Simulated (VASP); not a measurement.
```xyz
2
Lattice="0.0000 3.2187 3.2187 3.2187 0.0000 3.2187 3.2187 3.2187 0.0000" Properties=species:S:1:pos:R:3 pbc="T T T"
Na     0.0089     0.0101    -0.0055
I      3.2098     3.2086     3.2241
```

The numbers are results of LDA (Ceperley-Alder, Perdew-Zunger), VASP's LDA PAW potentials (set 64) (plane waves; VASP 6.6.1), not measurements. Settings: 300 eV cut-off, 7×7×7 Γ-centred mesh, Gaussian smearing of 0.010 eV, potentials Na_pv I.

At this cut-off the stress carries a Pulay error, which pulls relaxed volumes low.

### Question
Give the stress tensor in GPa (positive for a compressed cell).

### Answer

```
-1.42   0.00   0.00
 0.00  -1.42   0.00
 0.00   0.00  -1.43
```
The pressure is its mean diagonal, -1.42 GPa.

The structure comes from a computed database's NaI entry; how it stands against other phases isn't given here. The cell was not relaxed at this level, atoms are displaced from their ideal sites.
